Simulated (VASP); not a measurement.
All values below come from vdW-DF-cx, VASP's PBE PAW potentials (set 64) (plane waves; VASP).

VASP input:

### INCAR
```
AGGAC = 0.0
ALGO = Normal
EDIFF = 1E-7
ENCUT = 520
GGA = CX
ICHARG = 11
ISMEAR = 0
LASPH = .True.
LCHARG = .False.
LORBIT = 11
LREAL = .False.
LUSE_VDW = .True.
LWAVE = .False.
NELM = 100
PREC = Accurate
SIGMA = 0.05
SYSTEM = MgO
```

**KPOINTS**
```
k-points along high-symmetry lines
15
Line-mode
Reciprocal
  0.000000   0.000000   0.000000 ! GAMMA
  0.500000   0.000000   0.500000 ! X

  0.500000   0.000000   0.500000 ! X
  0.625000   0.250000   0.625000 ! U

  0.375000   0.375000   0.750000 ! K
  0.000000   0.000000   0.000000 ! GAMMA

  0.000000   0.000000   0.000000 ! GAMMA
  0.500000   0.500000   0.500000 ! L

  0.500000   0.500000   0.500000 ! L
  0.500000   0.250000   0.750000 ! W

  0.500000   0.250000   0.750000 ! W
  0.500000   0.000000   0.500000 ! X
```

POSCAR:
```
MgO
2.1111220
  0.0000000000   0.9999999339   0.9999999339
  0.9999999339   0.0000000000   0.9999999339
  0.9999999339   0.9999999339   0.0000000000
Mg O
1 1
Cartesian
  0.0000000000   0.0000000000   0.0000000000
  0.9999999339   0.9999999339   0.9999999339
```

POTCAR, in this order: Mg O (PBE.64 set). Program: vasp_std. Read from the step before: CHGCAR.

Output of the run:

**OSZICAR**
```
       N       E                     dE             d eps       ncg     rms          rms(c)
DAV:   1     0.186607996038E+02    0.18661E+02   -0.46353E+03  1648   0.873E+02
DAV:   2    -0.792938690363E+01   -0.26590E+02   -0.25087E+02  1800   0.131E+02
DAV:   3    -0.827310362889E+01   -0.34372E+00   -0.34372E+00  1736   0.181E+01
DAV:   4    -0.827368627472E+01   -0.58265E-03   -0.58265E-03  1920   0.737E-01
DAV:   5    -0.827368696089E+01   -0.68617E-06   -0.68617E-06  1792   0.196E-02
DAV:   6    -0.827368696270E+01   -0.18185E-08   -0.18186E-08  2008   0.711E-04
   1 F= -.82736870E+01 E0= -.82736870E+01  d E =-.100679E-12
```

**OUTCAR**
```
 val. band max:        3.0578629931   @ k =   0.0000   0.0000   0.0000

 cond. band min:       7.8291606061   @ k =   0.0000   0.0000   0.0000



 k-point     1 :       0.0000    0.0000    0.0000
  band No.  band energies     occupation
      1     -14.0898      2.00000
      2       3.0579      2.00000
      3       3.0579      2.00000
      4       3.0579      2.00000
      5       7.8292      0.00000
      6      18.8154      0.00000
      7      18.8154      0.00000
      8      18.8154      0.00000

 k-point     2 :       0.0357    0.0000    0.0357
  band No.  band energies     occupation
      1     -14.0716      2.00000
      2       2.9520      2.00000
      3       3.0375      2.00000
      4       3.0375      2.00000
      5       7.9490      0.00000
      6      18.5141      0.00000
      7      18.8605      0.00000
      8      18.8605      0.00000

 k-point     3 :       0.0714    0.0000    0.0714
  band No.  band energies     occupation
      1     -14.0178      2.00000
      2       2.6653      2.00000
      3       2.9780      2.00000
      4       2.9780      2.00000
      5       8.2778      0.00000
      6      17.8318      0.00000
      7      18.9924      0.00000
      8      18.9924      0.00000

 k-point     4 :       0.1071    0.0000    0.1071
  band No.  band energies     occupation
      1     -13.9305      2.00000
      2       2.2632      2.00000
      3       2.8844      2.00000
      4       2.8844      2.00000
      5       8.7515      0.00000
      6      17.0365      0.00000
      7      19.2011      0.00000
      8      19.2011      0.00000

 k-point     5 :       0.1429    0.0000    0.1429
  band No.  band energies     occupation
      1     -13.8134      2.00000
      2       1.8051      2.00000
      3       2.7636      2.00000
      4       2.7636      2.00000
      5       9.3115      0.00000
      6      16.2426      0.00000
      7      19.4718      0.00000
      8      19.4718      0.00000
...
```

The density is held fixed in this step, so its total energy and stress have no physical meaning.

The compound is MgO in the rock salt structure. It was relaxed first.
